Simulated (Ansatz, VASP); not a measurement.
# W2CS2: VASP beside Ansatz, part 3 of 3

Wanted: the spread between two codes on one cell, functional and k mesh. Of the first pair: The structure shown is the start of the Ansatz relaxation below; VASP solves that cell, so the two are compared at the walk's first step.

VASP 6.6.1 and Ansatz 0.2.0.

So far. Step 4 (Comparison): The forces differ by 48 meV/Å r.m.s., which is 2.3 % of the r.m.s. force of 2.048 eV/Å (both taken over all components). Where the cell holds vacuum, a pressure given here is an average over it and none of the material. Step 5 (Ansatz: relaxation, PBE): This is the run of step 2 again, met here at its other cell.

## 6. VASP: single point, PBE, cell relaxed in part, pair 2

Level of this step: PBE, no spin polarisation; plane waves and PAW (S, W, C) (VASP).

The same cell, functional, mesh and smearing now go to VASP, with its own data sets.

The input, INCAR:

```
SYSTEM = W2CS2
PREC = Accurate
ENCUT = 600
EDIFF = 1E-06
NELM = 120
ISMEAR = -1
SIGMA = 0.05
LREAL = .FALSE.
ALGO = Normal
GGA = PE
NBANDS = 76
LASPH = .TRUE.
LORBIT = 11
LWAVE = .FALSE.
LCHARG = .FALSE.
ISIF = 2
GGA_COMPAT = .FALSE.
KPAR = 4
```

The input, POSCAR:

```
W2CS2
1.0
    6.5463658723      0.0000000000      0.0000000000
   -3.2731829361      5.6693191478      0.0000000000
    0.0000000000      0.0000000000     20.4000000000
S W C
8 8 4
Direct
    0.0000000000      1.0000000000      0.6313716797
    0.0000000000      0.5000000000      0.6313716797
    0.5000000000      1.0000000000      0.6313716797
    0.5000000000      0.5000000000      0.6313716797
    0.3333333334      0.6666666666      0.3686283203
    0.3333333334      0.1666666666      0.3686283203
    0.8333333334      0.6666666666      0.3686283203
    0.8333333334      0.1666666666      0.3686283203
    0.3333333334      0.6666666666      0.5521617249
    0.3333333334      0.1666666666      0.5521617249
    0.8333333334      0.6666666666      0.5521617249
    0.8333333334      0.1666666666      0.5521617249
    0.0000000000      1.0000000000      0.4478382751
    0.0000000000      0.5000000000      0.4478382751
    0.5000000000      1.0000000000      0.4478382751
    0.5000000000      0.5000000000      0.4478382751
    0.1666666667      0.3333333333      0.5000000000
    0.1666666667      0.8333333333      0.5000000000
    0.6666666667      0.3333333333      0.5000000000
    0.6666666667      0.8333333333      0.5000000000
```

The input, KPOINTS:

```
Automatic mesh
0
Gamma
6 6 1
0 0 0
```

PAW data sets: S, W and C (PBE family, release 64).

The run is started by

```
$ mpirun -np 4 vasp_std
```

What it wrote:

```text
[banner, memory and clock lines left out]
running    4 mpi-ranks, on    1 nodes
[...]
[... a notice as in an earlier step ...]

 LDA part: xc-table for (Slater+PW92), standard interpolation
 POSCAR, INCAR and KPOINTS ok, starting setup
[...]
entering main loop
       N       E                     dE             d eps       ncg     rms          rms(c)
DAV:   1     0.840417204462E+03    0.84042E+03   -0.46168E+04  1064   0.132E+03
DAV:   2    -0.787103742847E+02   -0.91913E+03   -0.87639E+03  1584   0.276E+02
DAV:   3    -0.195026863498E+03   -0.11632E+03   -0.11390E+03  1280   0.991E+01
DAV:   4    -0.200370548481E+03   -0.53437E+01   -0.52868E+01  1504   0.229E+01
[...]
DAV:  22    -0.179677933452E+03   -0.16543E-04   -0.10178E-06   928   0.197E-03    0.132E-03
DAV:  23    -0.179677939065E+03   -0.56130E-05   -0.32757E-07   816   0.133E-03    0.542E-04
DAV:  24    -0.179677939643E+03   -0.57798E-06   -0.69799E-08   616   0.604E-04
   1 F= -.17967794E+03 E0= -.17964064E+03  d E =-.746006E-01
```

From OUTCAR (step 6):

```text
  Total       -1.1726971     -1.1726971     -1.5514063     -0.0000000      0.0000000     -0.0000000
  in kB       -2.4816189     -2.4816189     -3.2830295     -0.0000000      0.0000000     -0.0000000
  external PRESSURE =      -2.7487557 kB  Pullay stress =       0.0000000 kB

 POSITION                                       TOTAL-FORCE (eV/Angst)
 -----------------------------------------------------------------------------------
      0.00000      0.00000     12.87998        -0.000000     -0.000000     -0.049840
     -1.63659      2.83466     12.87998         0.000000     -0.000000     -0.049840
      3.27318      0.00000     12.87998         0.000000      0.000000     -0.049840
      1.63659      2.83466     12.87998        -0.000000     -0.000000     -0.049840
      0.00000      3.77955      7.52002         0.000000      0.000000      0.049840
      1.63659      0.94489      7.52002        -0.000000     -0.000000      0.049840
      3.27318      3.77955      7.52002        -0.000000      0.000000      0.049840
      4.90977      0.94489      7.52002         0.000000      0.000000      0.049840
      0.00000      3.77955     11.26410         0.000000     -0.000000     -0.043834
      1.63659      0.94489     11.26410         0.000000      0.000000     -0.043834
      3.27318      3.77955     11.26410        -0.000000      0.000000     -0.043834
      4.90977      0.94489     11.26410         0.000000      0.000000     -0.043834
      0.00000      0.00000      9.13590         0.000000     -0.000000      0.043834
     -1.63659      2.83466      9.13590         0.000000     -0.000000      0.043834
[...]
-----------------------------------------------------------------------------------
    total drift:                               -0.000002      0.000001     -0.000000

  FREE ENERGIE OF THE ION-ELECTRON SYSTEM (eV)
  ---------------------------------------------------
  free  energy   TOTEN  =      -179.6779396431 eV

  energy  without entropy=     -179.6033390632  energy(sigma->0) =     -179.64063935

[... 1 part as in an earlier step ...]

[... 2 further parts left out ...]
[key lines of the parts left out:]
E-fermi :  -0.1801
```

## 7. Comparison

What differs besides the data sets and the points named for the pairs above, as far as they apply: the data sets hold 176 valence electrons in Ansatz (on its default PAW (the set named soft_2) files) and 112 in VASP; the cutoff is 420 eV in Ansatz and 600 eV in VASP. Total energies have different zeros and are not compared.

Both answers:

```tsv
quantity	Ansatz	VASP	difference
pressure (GPa)	0.00	-0.27	+0.28
```

Forces on 7 of the 20 atoms, those with the largest forces and the largest differences (eV/Å; atoms numbered as in POSCAR):

```tsv
atom	Ansatz x, y, z	VASP x, y, z
S1	0.000, 0.000, 0.000	0.000, 0.000, -0.050
S2	0.000, 0.000, 0.000	0.000, 0.000, -0.050
S3	0.000, 0.000, 0.000	0.000, 0.000, -0.050
S4	0.000, 0.000, 0.000	0.000, 0.000, -0.050
S5	0.000, 0.000, 0.000	0.000, 0.000, 0.050
S6	0.000, 0.000, 0.000	0.000, 0.000, 0.050
S7	0.000, 0.000, 0.000	0.000, 0.000, 0.050
```

The forces differ by 25 meV/Å r.m.s., where the r.m.s. force is 0.001 eV/Å in Ansatz and 0.024 eV/Å in VASP: the atoms lie near their places of rest in Ansatz, so a percentage would say little (all taken over all components). Where the cell holds vacuum, a pressure given here is an average over it and none of the material.

## 8. Results

| Item | Value |
| --- | --- |
| r.m.s. force difference (single point, PBE, start cell, pair 1) | 2.3 % of the r.m.s. force |
| r.m.s. force difference (single point, PBE, cell relaxed in part, pair 2) | 25 meV/Å |

**Reading.** The r.m.s. force difference is 25 meV/Å (single point, PBE, cell relaxed in part, pair 2), beyond the 12 meV/Å picked in this series as the mark of a large difference. The data sets hold unlike numbers of valence electrons (176 in Ansatz and 112 in VASP), so part of the differences may come from the potentials. What causes the difference of the single point, PBE, cell relaxed in part, pair 2 pair stays open here. How closely two codes agree says nothing of how well the functional describes the real material.

[Lines on the potential files, build, host, timing and source positions are cut from VASP's logs without a mark.]

[Logs are printed without paths, hosts, clocks, repeated set-up lines and the standing remarks that a program may print on its own settings, such as how far it seeks lower states.]

[Hosts, paths, dates, database ids (printed as entryN), source tags and the programs' standing remarks are cut or masked in the printed files.]
